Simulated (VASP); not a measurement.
# SnSe: structure and properties in VASP, part 2 of 3

Aim: relax SnSe with r2SCAN + rVV10, compute its properties on that cell and hold them against experiment. Left out of this account: 1 further run (core levels: core levels are not valid at this level). The start is a computed cell from the Materials Project.

VASP 6.6.1, plane waves and PAW; the level of theory is named at each step.

So far, gap on the k-mesh (eV): step 2 (full relaxation (r2SCAN + rVV10)) 0.984; step 4 (single point with fields (r2SCAN + rVV10)) 0.984; step 6 (total and projected DOS (r2SCAN + rVV10)) 0.918.

## (7) Zone-centre phonons (r2SCAN + rVV10)

Zone-centre modes test whether the atoms sit at a minimum within this cell. IBRION = 6 takes the force constants from differences of forces between displaced cells, so the forces must be tight.

Input file INCAR:

```
SYSTEM = SnSe
PREC = Accurate
ENCUT = 400
EDIFF = 1E-08
NELM = 100
ISMEAR = 0
SIGMA = 0.05
LREAL = .FALSE.
ALGO = Normal
METAGGA = R2SCAN
LUSE_VDW = .TRUE.
IVDW_NL = 2
BPARAM = 11.95
CPARAM = 0.0093
LASPH = .TRUE.
NBANDS = 49
LORBIT = 11
LWAVE = .FALSE.
LCHARG = .FALSE.
KPAR = 4
IBRION = 6
NFREE = 2
POTIM = 0.015
ISIF = 2
NSW = 1
```

Input file POSCAR:

```
SnSe
1.0
   11.5360300577      0.0000000000      0.0000000000
    0.0000000000      4.1220954806      0.0000000000
    0.0000000000      0.0000000000      4.5860693156
Sn Se
4 4
Direct
    0.6175420852      0.7500000000      0.3821711671
    0.8824579148      0.2500000000      0.8821711671
    0.3824579148      0.2500000000      0.6178288329
    0.1175420852      0.7500000000      0.1178288329
    0.1464903121      0.2500000000      0.5155170547
    0.6464903121      0.2500000000      0.9844829453
    0.3535096879      0.7500000000      0.0155170547
    0.8535096879      0.7500000000      0.4844829453
```

Input file KPOINTS:

```
Automatic mesh
0
Gamma
3 7 6
0 0 0
```

Potentials, in the order of the species: Sn_d and Se (PBE family, release 64).

Started as:

```sh
$ mpirun -np 4 vasp_std
```

Run time: 39 min. Hardware: 4 MPI ranks of Intel Xeon 6975P-C (Granite Rapids), shared host; peak memory 3.1 GiB.

The last energy, forces, stress and levels in OUTCAR belong to the last displaced cell, not to the cell of POSCAR.

This step gave:

```
bands                     : 49
irreducible k-points      : 32
pressure of the cell      : -0.02288 GPa
largest force of the cell : 0.009144 eV/Å
```

Transverse limit, no LO-TO splitting. Modes at Γ, with each element's share of the kinetic energy:

| mode | frequency (cm⁻¹) | symmetry | Sn % | Se % |
| --- | --- | --- | --- | --- |
| 1 | -0.4 | acoustic | 60 | 40 |
| 2 | -0.2 | acoustic | 60 | 40 |
| 3 | -0.1 | acoustic | 60 | 40 |
| 4 | 32.5 | Ag | 70 | 30 |
| 5 | 35.2 | Bg | 63 | 37 |
| 6 | 52.1 | Au | 80 | 20 |
| 7 | 53.6 | Bg | 65 | 35 |
| 8 | 57.7 | Bg | 82 | 18 |
| 9 | 59.7 | Bu | 73 | 27 |
| 10 | 68.4 | Ag | 64 | 36 |
| 11 | 75.2 | Bg | 71 | 29 |
| 12 | 76.6 | Bu | 64 | 36 |
| 13 | 117.8 | Bu | 40 | 60 |
| 14 | 125.5 | Bg | 37 | 63 |
| 15 | 134.9 | Au | 20 | 80 |
| 16 | 135.0 | Bu | 39 | 61 |
| 17 | 141.0 | Bg | 18 | 82 |
| 18 | 144.5 | Bu | 51 | 49 |
| 19 | 149.8 | Ag | 30 | 70 |
| 20 | 149.9 | Bu | 25 | 75 |
| 21 | 151.7 | Ag | 36 | 64 |
| 22 | 157.8 | Bu | 28 | 72 |
| 23 | 159.3 | Bg | 28 | 72 |
| 24 | 192.7 | Bg | 35 | 65 |

Displacements in mode 4 (32.5 cm⁻¹), the largest set to 1:
```
Sn1 -0.22  0.00 -1.00
Sn2  0.22  0.00 -1.00
Sn3  0.22  0.00  1.00
Sn4 -0.22  0.00  1.00
Se5  0.03  0.00  0.82
Se6  0.03  0.00 -0.82
Se7 -0.03  0.00  0.82
Se8 -0.03  0.00 -0.82
```

Displacements in mode 24 (192.7 cm⁻¹), the largest set to 1:
```
Sn1 -0.61  0.00  0.21
Sn2 -0.61  0.00 -0.21
Sn3  0.61  0.00 -0.21
Sn4  0.61  0.00  0.21
Se5 -1.00  0.00 -0.39
Se6  1.00  0.00 -0.39
Se7 -1.00  0.00  0.39
Se8  1.00  0.00  0.39
```

The three acoustic modes lie within 0.4 cm⁻¹ of zero, and all others are real. By the characters of their eigenvectors the optical modes sort into (cm⁻¹) Raman active: Ag 33, Bg 35, Bg 54, Bg 58, Ag 68, Bg 75, Bg 125, Bg 141, Ag 150, Ag 152 and more; infrared active: Bu 60, Bu 77, Bu 118, Bu 135, Bu 144, Bu 150, Bu 158; silent: Au 52, Au 135. B labels carry no number here, since it depends on the setting of the axes. With a centre of inversion no mode is active in both.

## (8) Volume scan with r2SCAN + rVV10

An equation of state needs energies on both sides of the minimum, all on one mesh and cutoff.

Edit INCAR of step 7 so:

```diff
@@ -3,3 +3,3 @@
 ENCUT = 400
-EDIFF = 1E-08
+EDIFF = 1E-06
 NELM = 100
@@ -20,6 +20,2 @@
 KPAR = 4
-IBRION = 6
-NFREE = 2
-POTIM = 0.015
 ISIF = 2
-NSW = 1
```

Edit POSCAR of step 7 so:

```diff
@@ -2,5 +2,5 @@
 1.0
-   11.5360300577      0.0000000000      0.0000000000
-    0.0000000000      4.1220954806      0.0000000000
-    0.0000000000      0.0000000000      4.5860693156
+   11.3005347942      0.0000000000      0.0000000000
+    0.0000000000      4.0379474716      0.0000000000
+    0.0000000000      0.0000000000      4.4924497952
 Sn Se
```

KPOINTS is that of step 7.

Started as:

```sh
$ mpirun -np 4 vasp_std
```

It took 2.7 min on 4 MPI ranks; peak memory 2.4 GiB.

The scan keeps the cell's shape and the fractional positions fixed.

This step gave:

```
SCF cycles                     : 14
free energy (TOTEN)            : -157.6397 eV
Fermi energy                   : 6.084 eV
pressure                       : 3.842 GPa
conduction bottom at k         : 0, 0, 0
least direct gap at k          : 0, 0.2857, 0
gap on the k-mesh              : 0.8852 eV
least direct gap on the k-mesh : 1.054 eV
```

Force by atom:

| atom | x (eV/Å) | y (eV/Å) | z (eV/Å) | size |
| --- | --- | --- | --- | --- |
| Sn1 | -0.336 | 0.000 | 0.270 | 0.431 |
| Sn2 | 0.336 | 0.000 | 0.270 | 0.431 |
| Sn3 | 0.336 | 0.000 | -0.270 | 0.431 |
| Sn4 | -0.336 | 0.000 | -0.270 | 0.431 |
| Se5 | -0.199 | 0.000 | 0.233 | 0.307 |
| Se6 | -0.199 | 0.000 | -0.233 | 0.307 |
| Se7 | 0.199 | 0.000 | 0.233 | 0.307 |
| Se8 | 0.199 | 0.000 | -0.233 | 0.307 |

The pressure here is 3.84 GPa.

## (9) Volume scan with r2SCAN + rVV10 (run 2)

INCAR is that of step 8.

Edit POSCAR of step 8 so:

```diff
@@ -2,5 +2,5 @@
 1.0
-   11.3005347942      0.0000000000      0.0000000000
-    0.0000000000      4.0379474716      0.0000000000
-    0.0000000000      0.0000000000      4.4924497952
+   11.3801186473      0.0000000000      0.0000000000
+    0.0000000000      4.0663846583      0.0000000000
+    0.0000000000      0.0000000000      4.5240878079
 Sn Se
```

KPOINTS is that of step 8.

Started as:

```sh
$ mpirun -np 4 vasp_std
```

Run time: 3.2 min. Hardware: 4 MPI ranks; peak memory 2.4 GiB.

This step gave:

- free energy (TOTEN): -157.7266 eV
- Fermi energy: 5.759 eV
- pressure: 2.411 GPa
- conduction bottom at k: 0, 0.2857, 0
- gap on the k-mesh: 0.9215 eV
- least direct gap on the k-mesh: 1.105 eV

Force by atom:

| atom | x (eV/Å) | y (eV/Å) | z (eV/Å) | size |
| --- | --- | --- | --- | --- |
| Sn1 | -0.214 | 0.000 | 0.175 | 0.277 |
| Sn2 | 0.214 | 0.000 | 0.175 | 0.277 |
| Sn3 | 0.214 | 0.000 | -0.175 | 0.277 |
| Sn4 | -0.214 | 0.000 | -0.175 | 0.277 |
| Se5 | -0.128 | 0.000 | 0.149 | 0.197 |
| Se6 | -0.128 | 0.000 | -0.149 | 0.197 |
| Se7 | 0.128 | 0.000 | 0.149 | 0.197 |
| Se8 | 0.128 | 0.000 | -0.149 | 0.197 |

The pressure falls from 3.84 to 2.41 GPa.

The run ends at a pressure of 2.41 GPa, with forces up to 0.28 eV/Å.

## (10) Volume scan with r2SCAN + rVV10 (run 3)

INCAR is that of step 9.

Edit POSCAR of step 9 so:

```diff
@@ -2,5 +2,5 @@
 1.0
-   11.3801186473      0.0000000000      0.0000000000
-    0.0000000000      4.0663846583      0.0000000000
-    0.0000000000      0.0000000000      4.5240878079
+   11.4586047043      0.0000000000      0.0000000000
+    0.0000000000      4.0944295767      0.0000000000
+    0.0000000000      0.0000000000      4.5552893995
 Sn Se
```

KPOINTS is that of step 9.

Started as:

```sh
$ mpirun -np 4 vasp_std
```

Elapsed: 3.3 min, on 4 MPI ranks; peak memory 2.4 GiB; 12 min of CPU time.

The pressure falls from 2.41 to 1.13 GPa.

The run ends at a pressure of 1.13 GPa, with forces up to 0.13 eV/Å.

## (11) Volume scan with r2SCAN + rVV10 (run 4)

INCAR is that of step 10.

Edit POSCAR of step 10 so:

```diff
@@ -2,5 +2,5 @@
 1.0
-   11.4586047043      0.0000000000      0.0000000000
-    0.0000000000      4.0944295767      0.0000000000
-    0.0000000000      0.0000000000      4.5552893995
+   11.5360300577      0.0000000000      0.0000000000
+    0.0000000000      4.1220954806      0.0000000000
+    0.0000000000      0.0000000000      4.5860693156
 Sn Se
```

KPOINTS is that of step 10.

Started as:

```sh
$ mpirun -np 4 vasp_std
```

It took 2.8 min on 4 MPI ranks; peak memory 2.5 GiB; 11 min of CPU time.

The pressure falls from 1.13 to -0.03 GPa.

The run ends at a pressure of -0.03 GPa, with forces up to 0.0092 eV/Å.

## (12) Volume scan with r2SCAN + rVV10 (run 5)

INCAR is that of step 11.

Edit POSCAR of step 11 so:

```diff
@@ -2,5 +2,5 @@
 1.0
-   11.5360300577      0.0000000000      0.0000000000
-    0.0000000000      4.1220954806      0.0000000000
-    0.0000000000      0.0000000000      4.5860693156
+   11.6124298342      0.0000000000      0.0000000000
+    0.0000000000      4.1493949217      0.0000000000
+    0.0000000000      0.0000000000      4.6164415207
 Sn Se
```

KPOINTS is that of step 11.

Started as:

```sh
$ mpirun -np 4 vasp_std
```

Elapsed: 2.9 min, on 4 MPI ranks; peak memory 2.5 GiB.

The pressure falls from -0.03 to -1.06 GPa.

The run ends at a pressure of -1.06 GPa, with forces up to 0.13 eV/Å.

## (13) Volume scan with r2SCAN + rVV10 (run 6)

INCAR is that of step 12.

Edit POSCAR of step 12 so:

```diff
@@ -2,5 +2,5 @@
 1.0
-   11.6124298342      0.0000000000      0.0000000000
-    0.0000000000      4.1493949217      0.0000000000
-    0.0000000000      0.0000000000      4.6164415207
+   11.6878373357      0.0000000000      0.0000000000
+    0.0000000000      4.1763397996      0.0000000000
+    0.0000000000      0.0000000000      4.6464192537
 Sn Se
```

KPOINTS is that of step 12.

Started as:

```sh
$ mpirun -np 4 vasp_std
```

It took 2.7 min on 4 MPI ranks; peak memory 2.5 GiB; 11 min of CPU time.

The pressure falls from -1.06 to -1.99 GPa.

The run ends at a pressure of -1.99 GPa, with forces up to 0.24 eV/Å.

## (14) Volume scan with r2SCAN + rVV10 (run 7)

A prediction first. A parabola through the 6 pressures of evenly scaled cells so far, P = -0.03 -54.8 t +125 t² GPa with t = ln(V/V₁) and V₁ the volume at scale 1, gives -2.80 GPa at t = +0.0583.

INCAR is that of step 13.

Edit POSCAR of step 13 so:

```diff
@@ -2,5 +2,5 @@
 1.0
-   11.6878373357      0.0000000000      0.0000000000
-    0.0000000000      4.1763397996      0.0000000000
-    0.0000000000      0.0000000000      4.6464192537
+   11.7622841667      0.0000000000      0.0000000000
+    0.0000000000      4.2029414073      0.0000000000
+    0.0000000000      0.0000000000      4.6760150787
 Sn Se
```

KPOINTS is that of step 13.

Started as:

```sh
$ mpirun -np 4 vasp_std
```

The job ended after 3.4 min (4 MPI ranks; peak memory 2.6 GiB).

The pressure falls from -1.99 to -2.83 GPa. The parabola predicted -2.80 GPa, +0.03 GPa off.

## (15) The series together

Times are for 4 MPI ranks of Intel Xeon 6975P-C (Granite Rapids), shared host. Results by setting:

| no. | volume scale | energy above the lowest point (meV/atom) | pressure (GPa) | gap on the k-mesh (eV) | time | memory (GiB) |
| --- | --- | --- | --- | --- | --- | --- |
| 1 | 0.94 | 19.21 | 3.842 | 0.8852 | 2.7 min | 2.4 |
| 2 | 0.96 | 8.35 | 2.411 | 0.9215 | 3.2 min | 2.4 |
| 3 | 0.98 | 2.09 | 1.125 | 0.9540 | 3.3 min | 2.4 |
| 4 | 1 | 0 | -0.02851 | 0.984 | 2.8 min | 2.5 |
| 5 | 1.02 | 1.61 | -1.063 | 1.012 | 2.9 min | 2.5 |
| 6 | 1.04 | 6.58 | -1.993 | 1.038 | 2.7 min | 2.5 |
| 7 | 1.06 | 14.55 | -2.829 | 1.062 | 3.4 min | 2.6 |

## (16) Fit for r2SCAN + rVV10

This step: Birch-Murnaghan fit, r2SCAN with rVV10; plane waves and PAW (VASP 6.6.1).

This step runs nothing: it gathers the runs above.

This step gave:

```
pressure derivative of the bulk modulus : 4.346
r.m.s. error of the fit                 : 3.48e-6 eV/atom
minimum inside the sampled range        : yes
bulk modulus                            : 54.44 GPa
equilibrium volume of the fit           : 27.29 Å³/atom
```

Energy above the fitted minimum against volume:

| volume (Å³/atom) | energy above the fitted minimum (eV/atom) |
| --- | --- |
| 25.62 | 0.0192 |
| 26.17 | 0.00836 |
| 26.71 | 0.00210 |
| 27.26 | 1.2e-5 |
| 27.81 | 0.00162 |
| 28.35 | 0.00659 |
| 28.90 | 0.0146 |

The fitted volume lies +0.10 % from the relaxed one. The atoms bear forces along the scan, since they were held; freeing them would lower the modulus.

## (17) Independent-particle dielectric function (r2SCAN + rVV10)

This step: r2SCAN with rVV10; plane waves and PAW (Sn_d, Se) (VASP 6.6.1).

LOPTICS sums transitions from filled to empty bands. The mesh is finer than in the run before. NBANDS is raised for it.

Edit INCAR of step 14 so:

```diff
@@ -15,3 +15,3 @@
 LASPH = .TRUE.
-NBANDS = 49
+NBANDS = 104
 LORBIT = 11
@@ -20,2 +20,4 @@
 KPAR = 4
-ISIF = 2
+LOPTICS = .TRUE.
+NEDOS = 1500
+CSHIFT = 0.1
```

Edit POSCAR of step 14 so:

```diff
@@ -2,5 +2,5 @@
 1.0
-   11.7622841667      0.0000000000      0.0000000000
-    0.0000000000      4.2029414073      0.0000000000
-    0.0000000000      0.0000000000      4.6760150787
+   11.5360300577      0.0000000000      0.0000000000
+    0.0000000000      4.1220954806      0.0000000000
+    0.0000000000      0.0000000000      4.5860693156
 Sn Se
```

Input file KPOINTS:

```
Automatic mesh
0
Gamma
4 10 9
0 0 0
```

Started as:

```sh
$ mpirun -np 4 vasp_std
```

Run time: 12 min. Hardware: 4 MPI ranks; peak memory 7.8 GiB.

These are independent-particle spectra without excitons or local fields, and fine structure depends on the mesh and on CSHIFT.

Numbers from this step:

```
SCF cycles                     : 15
bands                          : 104
irreducible k-points           : 90
free energy (TOTEN)            : -157.7941 eV
Fermi energy                   : 5.242 eV
pressure                       : -0.02168 GPa
conduction bottom at k         : 0, 0.3, 0
least direct gap at k          : 0, 0.3, 0
gap on the k-mesh              : 0.9182 eV
least direct gap on the k-mesh : 1.136 eV
```

The imaginary dielectric function has structure finer than the step of the table below, so its rows give means over 1 eV, whole bins alone (the curve runs from 0 to 25.0 eV). Peaks (eV: height): xx 2.0: 21.1, 3.4: 19.7; yy 2.4: 29.5; zz 3.5: 20.2.

Imaginary dielectric function against photon energy; means over each step:

| photon energy (eV) | xx | yy | zz |
| --- | --- | --- | --- |
| 1 | 1.17 | 1.60 | 2.03 |
| 2 | 14.9 | 15.9 | 10.4 |
| 3 | 15.6 | 18.6 | 18.1 |
| 4 | 16.1 | 14.8 | 17.3 |
| 5 | 10.1 | 9.68 | 8.51 |
| 6 | 6.49 | 6.50 | 5.64 |
| 7 | 3.40 | 3.64 | 3.39 |
| 8 | 2.87 | 2.80 | 2.79 |
| 9 | 2.71 | 2.56 | 2.76 |
| 10 | 2.27 | 1.86 | 2.25 |
| 11 | 1.37 | 1.34 | 1.77 |
| 12 | 0.996 | 0.948 | 1.06 |
| 13 | 0.643 | 0.699 | 0.770 |
| 14 | 0.588 | 0.546 | 0.580 |
| 15 | 0.479 | 0.467 | 0.473 |
| 16 | 0.391 | 0.380 | 0.416 |
| 17 | 0.338 | 0.326 | 0.345 |
| 18 | 0.269 | 0.275 | 0.269 |
| 19 | 0.208 | 0.216 | 0.212 |
| 20 | 0.177 | 0.175 | 0.171 |
| 21 | 0.143 | 0.142 | 0.141 |
| 22 | 0.123 | 0.115 | 0.119 |
| 23 | 0.137 | 0.137 | 0.135 |
| 24 | 0.236 | 0.233 | 0.237 |

Real dielectric function against photon energy:

| photon energy (eV) | xx | yy | zz |
| --- | --- | --- | --- |
| 0 | 15.6 | 16.3 | 14.9 |
| 1 | 18.3 | 19.4 | 17.7 |
| 2 | 17.0 | 26.0 | 20.5 |
| 3 | 10.6 | 4.13 | 10.4 |
| 4 | 0.105 | -0.0506 | -1.43 |
| 5 | -2.93 | -4.37 | -4.19 |
| 6 | -4.58 | -4.62 | -3.61 |
| 7 | -2.33 | -2.88 | -2.40 |
| 8 | -2.00 | -1.79 | -1.36 |
| 9 | -1.13 | -1.43 | -1.35 |
| 10 | -1.71 | -1.58 | -1.17 |
| 11 | -1.28 | -1.38 | -1.38 |
| 12 | -1.15 | -1.02 | -1.12 |
| 13 | -0.695 | -0.669 | -0.719 |
| 14 | -0.472 | -0.448 | -0.485 |
| 15 | -0.246 | -0.258 | -0.291 |
| 16 | -0.0977 | -0.0846 | -0.0971 |
| 17 | 0.00347 | 0.0271 | -0.00861 |
| 18 | 0.116 | 0.122 | 0.0878 |
| 19 | 0.206 | 0.216 | 0.227 |
| 20 | 0.294 | 0.289 | 0.284 |
| 21 | 0.388 | 0.386 | 0.384 |
| 22 | 0.473 | 0.472 | 0.469 |
| 23 | 0.595 | 0.597 | 0.595 |
| 24 | 0.577 | 0.589 | 0.589 |

The mean of ε2 over directions passes 5 % of its top at 1.06 eV, against a least direct gap of 1.14 eV on this mesh; what lies under the gap is the tail of the broadening by CSHIFT. The indirect gap (0.87 eV in the band run) doesn't show, since phonons are left out.

[end of part 2 of 3]

[Lines on the potential files, build, host, timing and source positions are cut from VASP's logs without a mark.]

[Logs are printed without paths, hosts, clocks, repeated set-up lines and the standing remarks that a program may print on its own settings, such as how far it seeks lower states.]

[Hosts, paths, dates, database ids (printed as entryN), source tags and the programs' standing remarks are cut or masked in the printed files.]

[A measured line is paired with the nearest computed mode of its activity, which favours agreement.]
